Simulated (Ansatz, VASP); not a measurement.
**KTaP2 in VASP and in Ansatz**

```xyz
4
Lattice="3.5613 0.0000 0.0000 -1.7806 3.0842 0.0000 0.0000 0.0000 7.9879" Properties=species:S:1:pos:R:3 pbc="T T T"
K     0.0000    0.0000    0.0000
Ta    0.0000    0.0000    3.9939
P     0.0000    2.0561    5.5052
P     1.7806    1.0281    2.4827
```

Alike in both runs: functional PBE; k mesh 18 × 18 × 6; occupations gaussian, width 0.1 eV; no spin polarisation.

Ansatz relaxed the structure, and its values are those at the end. VASP's run is a single point on that final structure, the one shown.

```csv
,VASP,Ansatz
version,VASP 6.6.1,Ansatz 0.2.0
potentials or method,"VASP PAW PBE potentials, release 64 (K_sv, Ta_pv, P)","scalar-relativistic, plane waves, PAW"
plane-wave cutoff (eV),520,420
valence electrons in the cell,30,32
```

```tsv
	VASP	Ansatz	Ansatz less VASP
gap on the k mesh at the Fermi level (eV)	none	none	-
pressure (GPa)	0.0	0.0	-0.04
```

A gap of «none» marks a metal or a gap that the smearing closes. The two sets of potentials don't hold the same shells in valence.

The runs have no spin-orbit coupling, so splittings on Ta are missing.
